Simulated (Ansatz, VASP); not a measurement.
# MgO: VASP beside Ansatz

One calculation is typed for both programs; each brings its own data sets. How far apart do they land? The cell is taken from a series of VASP runs on this material, whose earlier steps may have relaxed, scaled or displaced it; both programs get it as it stands. Valence electrons are named where the data sets of a main pair hold unlike numbers.

Program: Ansatz 0.2.0. Level of theory: plane waves, with VASP 6.6.1 beside it; band structure at HSE06. Results are calculated unless marked as measured.

## (1) The structure

Symmetry: Fm-3m, No. 225, cubic system. Conventional cell: a = 4.210 Å, b = 4.210 Å, c = 4.210 Å, α = 90.00°, β = 90.00°, γ = 90.00°. Mg has 6 O at 2.11 Å nearest. Nearest to O lie 6 Mg at 2.11 Å. Farther neighbours and most contacts between anions are not listed.

## (2) Ansatz: band structure, HSE06

Ansatz runs on its default PAW (the set named soft_2) files.

The same path points are solved in both programs, so levels can be compared one by one.

input.yaml

```yaml
crystal:
  lattice:
    - [0.0, 2.105205, 2.105205]
    - [2.105205, 0.0, 2.105205]
    - [2.105205, 2.105205, 0.0]
  atoms:
    - { symbol: Mg, position: [0.0, 0.0, 0.0] }
    - { symbol: O, position: [0.5, 0.5, 0.5] }
hamiltonian:
  xc: { exchange: pbe, correlation: pbe, exx: { coeff: 0.25, omega: 0.2 } }
  pseudopotentials: { kind: paw }
kpoints:
  mp_grid: { grid: [6, 6, 6] }
  band_path:
    path:
      - [0.0, 0.0, 0.0]
      - [0.5, 0.0, 0.5]
      - [0.5, 0.22222, 0.72222]
      - [0.40278, 0.34722, 0.75]
      - [0.125, 0.125, 0.25]
      - [0.27778, 0.27778, 0.27778]
      - [0.55556, 0.38889, 0.55556]
      - [0.58333, 0.25, 0.66667]
      - [0.5, 0.30556, 0.69444]
      - [0.48611, 0.48611, 0.52778]
      - [0.625, 0.25, 0.625]
      - [0.5, 0.0, 0.5]
    npoints: 1
scf:
  occupations: { method: gaussian, width: 0.03 }
  n_extra_bands: 7
output:
  forces: true
  stress: true
  eigenvalues: true
  write_density: true
  write_potential: true
  elf: true
  volumetric_format: npy
```

On the command line:

```bash
> ansatz run input.yaml --threads 4 --pin off --max-ram 9216MiB --backend cpu --events-out ev --progress --plain --runs-dir out
```

Numbers of over 12 decimals in the logs are rounded to 6 here.

Log:

```text
Warning: output.stress: scf.convergence.dr2_threshold = 1e-7 eV (the SCF's general default) is looser than the 2e-10 eV advised for a printed stress (1e-10 eV for each atom of the cell: 2). What an SCF threshold leaves in a stress goes as its square root, and in the free energy as the threshold itself, and one threshold admits the most on a small cell: [figures from the program's tests cut] Set scf.convergence.dr2_threshold to 2e-10 eV or tighter. The threshold is an SCF's pass mark: one that does not reach it within its budget of iterations ends unconverged, or closes short of it on a stop that the run arms, and scf.convergence.dr2_threshold's page says what that costs each kind of run
Warning: output.stress: scf.exx.energy_threshold = 1e-6 eV is looser than the 2e-8 eV advised for a stress under a hybrid functional (1e-8 eV for each atom of the cell: 2). Every SCF of the exchange loop can meet its threshold on dr2 while the loop round them stops early: no threshold on dr2 bounds what that leaves in the stress. Set scf.exx.energy_threshold to 2e-8 eV or tighter. The threshold is the loop's pass mark: a loop that does not reach it within its budget of cycles ends unconverged, and scf.exx.energy_threshold's page has the law
scf.n_extra_bands = 7 over 8 filled bands (N_el = 16.0): the run solves 15 bands
Engine: ansatz 0.2.0, aarch64-unknown-linux-gnu
Pseudopotentials: kind: paw
Pseudopotential: Mg, paw, valence charge 10, recommended cutoff 420 eV (normal), Mg.paw.azcp
Pseudopotential: O, paw, valence charge 6, recommended cutoff 420 eV (normal), O.paw.azcp
Functional definition: unnamed
  parameter a_1 = 0.25
  parameter omega_1 = 0.2/angstrom
  exchange = pbe_x + (-a_1)*pbe_x_sr(omega_1) + a_1*exact_x_sr(omega_1)
  correlation = pbe_c
Crystal: 2 atoms, lattice volume = 18.660 Å³
Basis set: ecut = 420 eV, 339 PW (Γ), exchange–correlation on 40×40×40 points (8 copies of the dense FFT grid, shifted against one another)
Bands: 15, of which v1, the nominal top of the filled ones, is band 8 counted from 1 (7 counted from 0)
Symmetry: 48 space group operations
Space group: Fm-3m (ITA 225), of the structure as read, at distance tolerance 2.7e-5 Å
k-points: 16 of 216
Non-local potential: Mg, projectors of the file, l = 0: 3, l = 1: 2, l = 2: 1
Non-local potential: O, projectors of the file, l = 0: 2, l = 1: 2, l = 2: 1
PAW form: soft (Blöchl's): semilocal exchange-correlation on the pseudo side does not see the compensation charge
PAW frozen core: Mg, regenerated for the run's functional, and the local potential with it (the file was generated under x = pbe(κ = 0.804, μ = 0.219515), c = pbe(β = 0.066725))
PAW frozen core: O, regenerated for the run's functional, and the local potential with it (the file was generated under x = pbe(κ = 0.804, μ = 0.219515), c = pbe(β = 0.066725))
PAW one-centre angular grid: Mg, 110 points (default); XC on 96 Gauss nodes
PAW one-centre angular grid: O, 110 points (default); XC on 96 Gauss nodes
Initial density: superposition of atomic densities (neutral atoms: chi_scale 0, normalization atom), corrected by the library's trained network
Initial wavefunctions: pseudopotential atomic-orbital guess
Functional: x = pbe(κ = 0.804, μ = 0.219515), c = pbe(β = 0.066725), warm-up for x = pbe(κ = 0.804, μ = 0.219515) + 0.25 (exact − pbe) at short range (hse, ω = 0.2 Å⁻¹), c = pbe(β = 0.066725)
SCF iter   1: F=—  HF=-2494.130482 eV  |F-HF|=—  |Δ(HF+E_count)|=         —  Δρ=6.37e-4  dr2=2.45e-5  ethr=1.77e-3  ⟨swp⟩=2.1  Hψ=1557  notcnv=0
preconditioner: auto → none  [insulator: Δε(μ)=4.752 eV  Ē_g=22.678 eV  σ=0.030 eV  W_gap=1.00  n_scr=8 (ndim 8)  ℏωp=24.3 eV  f_vac=0.000  D(μ)=0.00/eV (n_scr^D=0)]
SCF iter   2: F=-2494.130635 eV  HF=-2494.130596 eV  |F-HF|=3.89e-5  |Δ(HF+E_count)|=   1.15e-4  Δρ=3.01e-4  dr2=4.14e-6  ethr=1.53e-7  ⟨swp⟩=3.1  Hψ=423  notcnv=0  defer=3
SCF 1 stopped early in 2 iterations: F = -2494.130635 eV  dr2 = 4.14e-6
  greatest PAW one-centre occupation: 1.000 electrons in one spin orbital (limit 2), on the Mg atom at site 0 (counted from 0), in its partial waves of l = 0
Initial density: handed on by an earlier stage of this run
Initial wavefunctions: those handed on with the density
Functional: x = pbe(κ = 0.804, μ = 0.219515) + 0.25 (exact − pbe) at short range (hse, ω = 0.2 Å⁻¹), c = pbe(β = 0.066725)
Exchange kernel: α = 0.2500, screened, ω = 0.2000 Å⁻¹, Wigner–Seitz truncation, v(0) = 1118.3123 eV·Å³, q-mesh 6×6×6, nearest image of the exchange supercell L = 17.86 Å, pair-density grid 12×12×12, without the augmentation charges, whose exchange is taken in its separable form by FFT convolution over the k-point mesh (sized by the pseudopotential files, 18×18×18 at the most), smooth part of the exact exchange by density-matrix convolution
Frozen-core exchange: fock
SCF iter   1: F=—  HF=-2494.350864 eV  |F-HF|=—  |Δ(HF+E_count)|=         —  Δρ=7.77e-3  dr2=5.73e-3  ethr=2.59e-7  ⟨swp⟩=6.1  Hψ=1131  notcnv=0
preconditioner: auto → none  [insulator: Δε(μ)=6.482 eV  Ē_g=25.345 eV  σ=0.030 eV  W_gap=1.00  n_scr=8 (ndim 8)  ℏωp=24.3 eV  f_vac=0.000  D(μ)=0.00/eV (n_scr^D=0)]
SCF iter   2: F=—  HF=-2494.348591 eV  |F-HF|=—  |Δ(HF+E_count)|=   2.27e-3  Δρ=3.80e-3  dr2=1.17e-3  ethr=2.59e-7  ⟨swp⟩=3.1  Hψ=497  notcnv=0
SCF iter   3: F=—  HF=-2494.351420 eV  |F-HF|=—  |Δ(HF+E_count)|=   2.83e-3  Δρ=1.46e-3  dr2=4.45e-4  ethr=2.59e-7  ⟨swp⟩=3.9  Hψ=553  notcnv=0
SCF iter   4: F=—  HF=-2494.351309 eV  |F-HF|=—  |Δ(HF+E_count)|=   1.11e-4  Δρ=6.03e-4  dr2=6.32e-5  ethr=2.59e-7  ⟨swp⟩=3.9  Hψ=530  notcnv=0
iter 5 solved again at ethr=3.40e-9 eV; its pass at ethr=2.59e-7 eV (dr2=5.44e-7 eV) is discarded
SCF iter   5: F=—  HF=-2494.351293 eV  |F-HF|=—  |Δ(HF+E_count)|=   1.59e-5  Δρ=8.29e-5  dr2=3.65e-6  ethr=3.40e-9  ⟨swp⟩=3.1  Hψ=894  notcnv=0  defer=1
SCF iter   6: F=-2494.351310 eV  HF=-2494.351314 eV  |F-HF|=3.95e-6  |Δ(HF+E_count)|=   2.08e-5  Δρ=9.58e-5  dr2=1.95e-6  ethr=3.24e-9  ⟨swp⟩=3.2  Hψ=455  notcnv=0  defer=1
SCF 2 stopped early in 6 iterations: F = -2494.351310 eV  dr2 = 1.95e-6
hybrid outer 1: dexx = +3.396e-3 eV, tail = 3.64e-5 eV
Exchange kernel: α = 0.2500, screened, ω = 0.2000 Å⁻¹, Wigner–Seitz truncation, v(0) = 1118.3123 eV·Å³, q-mesh 6×6×6, nearest image of the exchange supercell L = 17.86 Å, pair-density grid 12×12×12, without the augmentation charges, whose exchange is taken in its separable form by FFT convolution over the k-point mesh (sized by the pseudopotential files, 18×18×18 at the most), smooth part of the exact exchange by density-matrix convolution
Frozen-core exchange: fock
SCF iter   1: F=—  HF=-2494.351280 eV  |F-HF|=—  |Δ(HF+E_count)|=         —  Δρ=7.47e-5  dr2=9.04e-7  ethr=1.14e-6  ⟨swp⟩=2.2  Hψ=484  notcnv=0
preconditioner: auto → none  [insulator: Δε(μ)=6.520 eV  Ē_g=25.330 eV  σ=0.030 eV  W_gap=1.00  n_scr=8 (ndim 8)  ℏωp=24.3 eV  f_vac=0.000  D(μ)=0.00/eV (n_scr^D=0)]
SCF iter   2: F=—  HF=-2494.351280 eV  |F-HF|=—  |Δ(HF+E_count)|=   3.02e-7  Δρ=1.56e-5  dr2=3.81e-8  ethr=5.49e-9  ⟨swp⟩=3.1  Hψ=467  notcnv=0
SCF iter   3: F=—  HF=-2494.351280 eV  |F-HF|=—  |Δ(HF+E_count)|=   1.53e-7  Δρ=1.16e-5  dr2=1.95e-8  ethr=8.28e-11  ⟨swp⟩=3.8  Hψ=635  notcnv=0
SCF iter   4: F=-2494.351280 eV  HF=-2494.351280 eV  |F-HF|=8.19e-12  |Δ(HF+E_count)|=   6.45e-9  Δρ=6.37e-7  dr2=2.20e-10  ethr=8.28e-11  ⟨swp⟩=3.0  Hψ=417  notcnv=0
SCF 3 converged in 4 iterations: F = -2494.351280 eV  dr2 = 2.20e-10
  Residual-converged pass: ⟨swp⟩=2.8  Hψ=381  notcnv=0  max |occ|·‖R‖ = 2.4e-6 eV (tolerance 2.4e-6 eV)  dr2=2.19e-10  dr2_onsite=1.17e-11  max |Δocc| = 0.0e0
hybrid outer 2: dexx = +1.236e-7 eV, tail = 8.83e-9 eV, Δε = 3.55e-3 eV (about 1.23e-4 eV left of the loop's levels)
NSCF: frozen V_eff on 12 k-points
hybrid SCF converged: 2 outer / 10 inner (+2 warm-up), last move |dexx| = 1.24e-7 eV, tail = 8.83e-9 eV
Stability not checked: this state was not tested for a lower state beside it, because the functional holds exact exchange (a hybrid, or Hartree-Fock), whose exchange loop this test does not read (fock_operator; see scf.lower_state_search)
Free energy (F): -2494.351280 eV
Frozen-core exchange: fock
Harris-Foulkes:  -2494.351280 eV  (|F-HF|=8.19e-12)
Internal energy: -2494.351280 eV  (E = F + TS)
E sigma→0 (E₀):  -2494.351280 eV
Fermi energy:    10.141755 eV
--- Per-component energies (eV) ---
  E_band       = -339.995415
  E_kinetic    = 256.869837
  E_local      = -1602.012732  (includes V_loc(G=0)·N_el)
  E_nonlocal   = 141.082093
  E_hartree    = 555.061602
  E_xc         = -84.751862
  E_vxc        = -107.643464  (∫ρ·V_xc dr)
  E_exx        = -71.748754  (= α·E_x^exact, valence–valence)
  E_paw        = -398.919818  (= ΣΔE_a)
  E_vpaw       = 5.080673  (= ΣTr[D̂ρ^β])
  E_aug_tail   = 0.002497  (compensation charges beyond the density's cutoff)
  E_ewald      = -1289.872589
  E_core_change = -0.061555  (= ΣΔE_core)
  E_smearing   = -0.000000  (= −TS)
  E_closure    = 0.000000  (closes the sum)
  Σ components = -2494.351280   (vs F -2494.351280, Δ=4.55e-13)
--- Forces (eV/Å), atoms counted from 1 ---
  atom   1  Mg    -0.00000000     0.00000000    -0.00000000
  atom   2  O      0.00000000    -0.00000000     0.00000000
  max |Σ_I F_I| component: 1.93e-29 eV/Å
--- Stress (GPa, compression-positive) ---
       -1.074700      -0.000000       0.000000
        0.000000      -1.074700       0.000000
       -0.000000      -0.000000      -1.074700
  P = ⅓ Tr σ = -1.0747 GPa (-10.747 kbar)
--- Band table (eV; the first three rows and the last of 16) ---
  k-point 0: bands = [... 4 lower, -11.9397, 6.8822, 6.8822, 6.8822, 13.4012, 24.6987, 24.6987, 24.6987, ... 3 higher]
  k-point 1: bands = [... 4 lower, -11.6323, 5.3224, 6.6923, 6.6923, 14.8630, 22.3311, 25.3101, 25.3101, ... 3 higher]
  k-point 2: bands = [... 4 lower, -10.9454, 2.9882, 6.3372, 6.3372, 16.4262, 21.3515, 25.5748, 25.5748, ... 3 higher]
  k-point 15: bands = [... 4 lower, -10.2709, 3.0888, 4.4899, 5.0942, 19.3435, 20.3853, 21.5611, 25.6855, ... 3 higher]
```

Elapsed: 16 s, on 4 threads of Arm Neoverse N1, shared host; peak memory 0.54 GiB.

## (3) VASP: band structure, HSE06

The same cell, functional, mesh and smearing now go to VASP, with its own data sets.

Lines of VASP's logs that name or quote its potential files are left out, and so is its time.

The run reads the wave functions of an earlier VASP run, which isn't shown here.

INCAR

```
SYSTEM = MgO
PREC = Accurate
ENCUT = 460
EDIFF = 1E-06
NELM = 100
ISMEAR = 0
SIGMA = 0.03
LREAL = .FALSE.
ALGO = Normal
LHFCALC = .TRUE.
AEXX = 0.25
GGA = PE
HFSCREEN = 0.2
LASPH = .TRUE.
NBANDS = 10
PRECFOCK = Fast
LORBIT = 11
LWAVE = .FALSE.
LCHARG = .FALSE.
KPAR = 4
```

POSCAR

```
MgO
1.0
    0.0000000000      2.1052050000      2.1052050000
    2.1052050000      0.0000000000      2.1052050000
    2.1052050000      2.1052050000      0.0000000000
Mg O
1 1
Direct
    0.0000000000      0.0000000000      0.0000000000
    0.5000000000      0.5000000000      0.5000000000
```

KPOINTS

```
Automatic mesh
0
Gamma
6 6 6
0 0 0
```

KPOINTS_OPT

```
Line mode
10
Line-mode
Reciprocal
  0.00000000   0.00000000   0.00000000 GAMMA
  0.50000000   0.00000000   0.50000000 X

  0.50000000   0.00000000   0.50000000 X
  0.50000000   0.25000000   0.75000000 W

  0.50000000   0.25000000   0.75000000 W
  0.37500000   0.37500000   0.75000000 K

  0.37500000   0.37500000   0.75000000 K
  0.00000000   0.00000000   0.00000000 GAMMA

  0.00000000   0.00000000   0.00000000 GAMMA
  0.50000000   0.50000000   0.50000000 L

  0.50000000   0.50000000   0.50000000 L
  0.62500000   0.25000000   0.62500000 U

  0.62500000   0.25000000   0.62500000 U
  0.50000000   0.25000000   0.75000000 W

  0.50000000   0.25000000   0.75000000 W
  0.50000000   0.50000000   0.50000000 L

  0.50000000   0.50000000   0.50000000 L
  0.37500000   0.37500000   0.75000000 K

  0.62500000   0.25000000   0.62500000 U
  0.50000000   0.00000000   0.50000000 X
```

Potentials, in the order of the species: Mg and O (PBE family, release 64).

On the command line:

```bash
> mpirun -np 4 vasp_std
```

Log:

```text
[banner, memory and clock lines left out]
running    4 mpi-ranks, on    1 nodes
 distrk:  each k-point on    1 cores,    4 groups
 distr:  one band on    1 cores,    1 groups

 POSCAR found type information on POSCAR MgO
 POSCAR found :  2 types and       2 ions
 LDA part: xc-table for (Slater+PW92), standard interpolation
 found WAVECAR, reading the header
 POSCAR, INCAR and KPOINTS ok, starting setup
 FFT: planning ... GRIDC
 FFT: planning ... GRID_SOFT
 FFT: planning ... GRID
 reading WAVECAR
 the WAVECAR file was read successfully
 initial charge from wavefunction
 entering main loop
       N       E                     dE             d eps       ncg     rms          rms(c)
DAV:   1    -0.142489407241E+02   -0.14249E+02   -0.90791E-01   320   0.649E+00    0.722E-01
DAV:   2    -0.142378887972E+02    0.11052E-01   -0.29833E-02   334   0.151E+00    0.322E-01
DAV:   3    -0.142365833042E+02    0.13055E-02   -0.13893E-02   324   0.704E-01    0.225E-01
DAV:   4    -0.142363802249E+02    0.20308E-03   -0.21368E-04   332   0.115E-01    0.140E-01
DAV:   5    -0.142361784119E+02    0.20181E-03   -0.21290E-04   320   0.135E-01    0.693E-02
DAV:   6    -0.142361312083E+02    0.47204E-04   -0.30664E-05   322   0.589E-02    0.376E-02
DAV:   7    -0.142361124600E+02    0.18748E-04   -0.63996E-06   330   0.232E-02    0.225E-02
DAV:   8    -0.142361063859E+02    0.60740E-05   -0.31831E-06   320   0.153E-02    0.137E-02
DAV:   9    -0.142361044839E+02    0.19020E-05   -0.75720E-07   160   0.970E-03    0.819E-03
DAV:  10    -0.142361038797E+02    0.60421E-06   -0.26519E-07   160   0.649E-03
   1 F= -.14236104E+02 E0= -.14236104E+02  d E =-.100607E-28
 Start KPOINTS_OPT (optional k-point list driver)
k-point batch [1-16\100]
       N       E                     dE             ncg
DAV:   1     0.289084942065E+02   -0.41998E+04      360
DAV:   2    -0.473005946679E+03   -0.50191E+03      366
DAV:   3    -0.489836356543E+03   -0.16830E+02      384
DAV:   4    -0.489971410119E+03   -0.13505E+00      378
DAV:   5    -0.489971688804E+03   -0.27869E-03      372
DAV:   6    -0.489971689738E+03   -0.93425E-06      372
[...]
k-point batch [97-100\100]
       N       E                     dE             ncg
DAV:   1     0.464829751157E+04   -0.14531E+04       88
DAV:   2     0.453074561700E+04   -0.11755E+03       88
DAV:   3     0.452732234412E+04   -0.34233E+01       90
DAV:   4     0.452730021987E+04   -0.22124E-01      104
DAV:   5     0.452730017876E+04   -0.41109E-04       96
DAV:   6     0.452730017862E+04   -0.14315E-06       96
```

[end of part 1 of 2]

[Lines on the potential files, build, host, timing and source positions are cut from VASP's logs without a mark.]

[Logs are printed without paths, hosts, clocks, repeated set-up lines and the standing remarks that a program may print on its own settings, such as how far it seeks lower states.]

[Hosts, paths, dates, database ids (printed as entryN), source tags and the programs' standing remarks are cut or masked in the printed files.]
